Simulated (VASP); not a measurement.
A run of VASP 6.6.1 is set up as follows.

File INCAR:

```
  PREC = Accurate
  ENCUT = 600
  EDIFF = 1E-7
  ISMEAR = 0
  SIGMA = 0.05
  LREAL = F
  LASPH = T
  NELM = 80
  ALGO = Normal
  ISIF = 3
  LWAVE = F
  LCHARG = F
  IBRION = 2
  NSW = 40
  EDIFFG = -0.01
```

KPOINTS

```
regular mesh
0
Gamma
  10 10 5
```

File POSCAR:

```
AgB4
1.0
    3.0321300000      0.0000000000      0.0000000000
   -1.5160700000      2.6259100000      0.0000000000
    0.0000000000      0.0000000000      5.6987400000
Ag B
1 4
Direct
    0.0000000000      0.0000000000      0.0000000000
    0.3333300000      0.6666700000      0.6649500000
    0.6666700000      0.3333300000      0.6649500000
    0.3333300000      0.6666700000      0.3350500000
    0.6666700000      0.3333300000      0.3350500000
```

Potentials or basis: VASP PAW LDA potentials, release 64 (Ag, B).

Launch:

```console
$ cat potpaw_LDA.64/Ag/POTCAR potpaw_LDA.64/B/POTCAR > POTCAR
$ mpirun -np 1 vasp_std > vasp.out
```

(1) What does it give for the relaxed cell?

(2) Estimate the space group after relaxing (to 0.05 Å).

(3) Estimate the relaxed volume.

## Answers

(1) a = 3.028 Å, b = 3.028 Å, c = 5.554 Å, α = 90.00°, β = 90.00°, γ = 120.00°.

(2) P6/mmm (No. 191).

(3) 8.82 Å³/atom.
